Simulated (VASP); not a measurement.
A VASP calculation is set up with these files.

INCAR:
```
ALGO = Normal
EDIFF = 1E-6
EDIFFG = -0.02
ENCUT = 500
IBRION = 2
ISIF = 3
ISMEAR = 1
LASPH = .TRUE.
LCHARG = .FALSE.
LMAXMIX = 4
LREAL = .FALSE.
LWAVE = .FALSE.
NELM = 100
NSW = 40
PREC = Accurate
PSTRESS = 50
SIGMA = 0.1
SYSTEM = TiAl
```

POSCAR:
```
TiAl
1
    2.7707685521     0.0000000000     0.0000000000
    0.0000000000     2.7707685521     0.0000000000
    0.0000000000     0.0000000000     3.9906156855
Ti Al
1 1
Direct
  0.0000000000   0.0000000000   0.0000000000
  0.5000000000   0.5000000000   0.5000000000
```

File KPOINTS:
```
Automatic mesh
0
Gamma
13 13 9
0 0 0
```

POTCAR, in this order: Ti_sv Al (LDA.64 set). Program: vasp_std.

### Question
Translate this LDA calculation to Quantum ESPRESSO's pw.x.

### Answer
One equivalent input (not run):
```
&CONTROL
  calculation = 'vc-relax'
  pseudo_dir = './pseudo'
  outdir = './out'
  tprnfor = .true.
  tstress = .true.
  nstep = 40
  forc_conv_thr = 0.00078
/
&SYSTEM
  ibrav = 0
  nat = 2
  ntyp = 2
  ecutwfc = 84
  occupations = 'smearing'
  smearing = 'methfessel-paxton'
  degauss = 0.00735
  input_dft = 'pz'
/
&ELECTRONS
  conv_thr = 7.3e-08
  electron_maxstep = 100
/
&IONS
/
&CELL
  press = 50
/
ATOMIC_SPECIES
  Ti 47.867 Ti.upf
  Al 26.982 Al.upf
CELL_PARAMETERS angstrom
     2.7707686    0.0000000    0.0000000
     0.0000000    2.7707686    0.0000000
     0.0000000    0.0000000    3.9906157
ATOMIC_POSITIONS crystal
  Ti   0.0000000  0.0000000  0.0000000
  Al   0.5000000  0.5000000  0.5000000
K_POINTS automatic
  13 13 9 0 0 0
```
Limits of the translation: the potentials are each code's own (VASP's PAW set, PseudoDojo norm-conserving files in pw.x), so ENCUT and ecutwfc are chosen apart and not converted; conv_thr bounds pw.x's estimated SCF error, while EDIFF bounds the energy change between steps; forc_conv_thr acts on force components and is met together with etot_conv_thr.

The compound is TiAl in the L1_0 structure. This run relaxes it under an external pressure of 5 GPa. Symmetry was kept, so distortions that lower it aren't found.
